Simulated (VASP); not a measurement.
Level of theory: PBEsol GGA, VASP's PBE PAW potentials (set 64) (plane waves; VASP). For the first row: Run with 400 eV cut-off, 7×7×7 Γ-centred mesh, tetrahedra with Blöchl corrections, potentials Ba_sv Bi_d.

| system | energy (eV/atom) |
|---|---|
| BaBi$_{3}$ (space group Pm-3m) | -4.2802 |
| Ba (bcc) | -2.1495 |
| Bi (a7) | -4.3033 |

The references are the elements' solids at the same level; no temperature or zero-point terms are added.    Spin-orbit coupling is left out, which shifts such energies by up to tenths of an eV for the heavy elements here.

Problem. What is the formation energy per atom of BaBi₃?

Solution. The references average (1×(-2.1495) + 3×(-4.3033))/4 = -3.7649 eV, so the formation energy is -4.2802 − (-3.7649) = -0.515 eV/atom.
